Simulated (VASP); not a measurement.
```
SnSe2
1.0
    1.90500    -3.29956     0.00000
    1.90500     3.29956     0.00000
    0.00000     0.00000     6.14000
Sn Se
1 2
Cartesian
  0.00000   0.00000   0.00000
  1.90500   1.09985   1.53500
  1.90500  -1.09985   4.60500
```

These are PBEsol GGA, VASP's PBE PAW potentials (set 64) (plane waves; VASP 6.6.1) values and carry that method's errors. Settings: 300 eV cut-off, 7×7×4 Γ-centred mesh, Fermi-Dirac smearing of 0.050 eV, potentials Sn_d Se.

At this cut-off the stress carries a Pulay error, which pulls relaxed volumes low.

Task: Predict the energy per atom (σ→0), pressure, largest force.

Result: 
| Item | Value |
|---|---|
| energy per atom (σ→0) | -4.315 eV/atom |
| pressure | 2.23 GPa |
| largest force | 0.551 eV/Å |

The absolute energy has meaning only against runs of the same code, potentials and settings.

The structure is a typed SnSe2 crystal. The cell was not relaxed at this level.
